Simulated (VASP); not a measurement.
# CsLi2 (P-6m2) in VASP: a series of runs, part 2 of 2

VASP 6.6.1. The steps go on from the part before.

## (6) Relaxation of cell and atoms, PBE

File INCAR:

```
PREC = Accurate ; ENCUT = 600
EDIFF = 1E-7 ; ISMEAR = -1
SIGMA = 0.05 ; LREAL = False
LASPH = True ; NELM = 80
ALGO = Normal ; ISIF = 3
LWAVE = False ; LCHARG = False
GGA = PE ; IBRION = 2
NSW = 40 ; EDIFFG = -0.01
```

File KPOINTS:

```
regular mesh
0
Gamma
  8 8 3
```

File POSCAR:

```
CsLi2
1.0
    3.9663300000      0.0000000000      0.0000000000
   -1.9831700000      3.4349500000      0.0000000000
    0.0000000000      0.0000000000     10.0283800000
Cs Li
1 2
Direct
    0.0000000000      0.0000000000      0.0000000000
    0.3333300000      0.6666700000      0.3486300000
    0.3333300000      0.6666700000      0.6513700000
```

Potentials or basis: VASP PAW PBE potentials, release 64 (Cs_sv, Li_sv).

Started as:

```sh
> cat potpaw_PBE.64/Cs_sv/POTCAR potpaw_PBE.64/Li_sv/POTCAR > POTCAR
> mpirun -np 1 vasp_std > vasp.out
```

OUTCAR:

```text
PREC = Accurate
   ENCUT = 600
   EDIFF = 1E-7
   ISMEAR = -1
   LREAL = False
   LASPH = True
   NELM = 80
   ISIF = 3
   GGA = PE
   IBRION = 2
   NSW = 40
   EDIFFG = -0.01

 ion  position               nearest neighbor table
   1  0.000  0.000  0.000-
   2  0.333  0.667  0.349-
   3  0.333  0.667  0.651-

  LATTYP: Found a hexagonal cell.
 ALAT       =     3.9663300000
 C/A-ratio  =     2.5283776186

  Lattice vectors:

 A1 = (   3.9663300000,   0.0000000000,   0.0000000000)
 A2 = (  -1.9831700000,   3.4349500000,   0.0000000000)
 A3 = (   0.0000000000,   0.0000000000,  10.0283800000)

Analysis of symmetry for initial positions (statically):
=====================================================================
 Subroutine PRICEL returns:
 Original cell was already a primitive cell.
[... 268 lines left out ...]
      2     -47.0042      2.00000
      3     -23.2733      2.00000
      4     -10.0232      2.00000
      5      -9.3656      2.00000
      6      -9.3656      2.00000
      7      -1.7085      2.00000
      8      -0.1818      2.00000
      9       0.0222      1.99999
     10       1.7452      0.00000
     11       3.8619      0.00000
[... 309 lines left out ...]
 k-point    24 :      -0.1250    0.1250    0.3333
  band No.  band energies     occupation
      1     -47.0074      2.00000
      2     -47.0041      2.00000
      3     -23.2435      2.00000
      4      -9.9788      2.00000
      5      -9.6326      2.00000
      6      -9.4210      2.00000
      7      -1.3146      2.00000
      8      -0.6805      2.00000
      9       1.0408      0.00087
     10       1.7628      0.00000
     11       3.3109      0.00000

 [... further k-points ...]

------------------------ aborting loop because EDIFF is reached ----------------------------------------

  FORCE on cell =-STRESS in cart. coord.  units (eV):
  Direction    XX          YY          ZZ          XY          YZ          ZX
  --------------------------------------------------------------------------------------
  -------------------------------------------------------------------------------------
  Total       -0.0003909     -0.0004178     -0.0005232     -0.0000233      0.0000000      0.0000000
  in kB       -0.0046236     -0.0049418     -0.0061881     -0.0002755      0.0000000      0.0000000
  external PRESSURE =      -0.0052512 kB  Pullay stress =       0.0000000 kB
[... 18 lines left out ...]
  FREE ENERGIE OF THE ION-ELECTRON SYSTEM (eV)
  ---------------------------------------------------
  free  energy   TOTEN  =        -3.4359906985 eV

  energy  without entropy=       -3.4175182722  energy(sigma->0) =       -3.42675449

 reached required accuracy - stopping structural energy minimisation
```

CONTCAR:

```text
CsLi2
   1.00000000000000
     3.9694135037953568   -0.0000085050897629    0.0000000000000000
    -1.9847191214245712    3.4376161619002601    0.0000000000000000
     0.0000000000000000    0.0000000000000000    9.9280450926749282
  Cs              Li
     1     2
Direct
     0.9999999814634657    0.0000000185365343    0.0000000000000000
     0.3333300092682637    0.6666699907317363    0.3487933780046153
     0.3333300092682637    0.6666699907317363    0.6512066219953848

  0.00000000E+00  0.00000000E+00  0.00000000E+00
  0.00000000E+00  0.00000000E+00  0.00000000E+00
  0.00000000E+00  0.00000000E+00  0.00000000E+00
```

Run time: 75 s. Hardware: 1 thread of Intel Xeon 6975P-C (Granite Rapids), shared host; peak memory 0.31 GiB.

What came out:

```
Free energy                            : -3.4360 eV
Relaxed volume                         : 45.16 Å³/atom
Relaxed cell                           : a = 3.969 Å, b = 3.969 Å, c = 9.928 Å, α = 90.00°, β = 90.00°, γ = 120.00°
Space group after relaxing (to 0.05 Å) : P-6m2 (No. 187)
Energy gained by relaxing              : 0.3 meV/atom
Ionic steps                            : 3
Pressure after relaxing                : 0.0 GPa
Largest force after relaxing           : 0.007 eV/Å
Band gap on the k mesh                 : none (metal or under the smearing width)
```

Forces in eV/Å, atoms in the order of the input:
```
Cs   0.000  0.000  0.000
Li   0.000  0.000  0.007
Li   0.000  0.000 -0.007
```

The path:
| step | energy change (eV) | largest force (eV/Å) | pressure (GPa) | volume (Å³) |
| --- | --- | --- | --- | --- |
| 1 | 0.0000 | 0.0085 | -0.05 | 136.63 |
| 2 | -0.0003 | 0.0080 | -0.04 | 136.34 |
| 3 | -0.0008 | 0.0066 | 0.00 | 135.47 |

Final structure:
```
Cs Li
1.0
     3.96941   -0.00001    0.00000
    -1.98472    3.43762    0.00000
     0.00000    0.00000    9.92805
Cs Li
1 2
Direct
  0.00000 0.00000 0.00000
  0.33333 0.66667 0.34879
  0.33333 0.66667 0.65121
```

Levels at points of the mesh, in eV from the Fermi level:
```csv
k point,band 4,band 5,band 6,band 7,band 8,band 9,band 10,band 11
"(0.00, 0.00, 0.00)",-10.68,-10.02,-10.02,-2.36,-0.84,-0.63,1.09,3.21
"(0.50, 0.00, 0.00)",-11.57,-10.38,-10.36,-0.15,0.11,0.51,1.00,1.80
"(0.50, 0.50, 0.00)",-11.57,-10.38,-10.36,-0.15,0.11,0.51,1.00,1.80
```

Caveat: the cutoff is under 1.25 times the usual one of these potentials, so pressure, stress and relaxed cells hold a basis-set (Pulay) error. The run has no spin-orbit coupling, so splittings on Cs are missing.

## (7) The runs side by side

| level | potentials or basis | gap on the mesh (eV) | pressure (GPa) | relaxed volume (Å³/atom) | largest force (eV/Å) |
| --- | --- | --- | --- | --- | --- |
| PBE | VASP PAW PBE potentials, release 64 (Cs_sv_GW, Li_sv_GW) | none | 0.0 | 45.26 | 0.01 |
| PBE | VASP PAW PBE potentials, release 64 (Cs_sv_GW, Li_GW) | none | 0.0 | 45.38 | 0.01 |
| PBE | VASP PAW PBE potentials, release 54 (Cs_sv, Li_sv) | none | 0.0 | 45.18 | 0.01 |
| LDA | VASP PAW LDA potentials, release 64 (Cs_sv, Li_sv) | none | 0.0 | 37.11 | 0.01 |
| PBE | VASP PAW PBE potentials, release 64 (Cs_sv, Li_sv) | none | 0.0 | 45.16 | 0.01 |

Alike in all rows: task relaxation of cell and atoms; no spin polarisation; cell relaxed; k mesh 8 × 8 × 3; cutoff (eV) 600; smearing fermi-dirac 0.05 eV.

Caveats: the cutoff is under 1.25 times the usual one of these potentials, so pressure, stress and relaxed cells hold a basis-set (Pulay) error (some runs); the volume moved by over 15 % at a fixed basis, so the end points are rough (some runs).

Total energies depend on the potentials used, so only differences within one code and one set of settings carry meaning.
